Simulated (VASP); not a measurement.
```yaml
crystal:
  lattice:
    - [0.00000, 3.06000, 3.06000]
    - [3.06000, 0.00000, 3.06000]
    - [3.06000, 3.06000, 0.00000]
  atoms:
    - { symbol: Pb, position: [0.00000, 0.00000, 0.00000] }
    - { symbol: Se, position: [0.50000, 0.50000, 0.50000] }
```

Calculation: PBEsol GGA, VASP's PBE PAW potentials (set 64) (plane waves; VASP). Numerical set-up: 300 eV cut-off, 5×5×5 Γ-centred mesh, Fermi-Dirac smearing of 0.010 eV, potentials Pb_d Se.

Q: Predict the energy per atom (σ→0).

A: 
```
Item                           Result
---------------------  --------------
energy per atom (σ→0)  -4.465 eV/atom
```

Only differences to runs with the same potentials and settings are physical.

The structure is a typed PbSe crystal. The cell was not relaxed at this level.
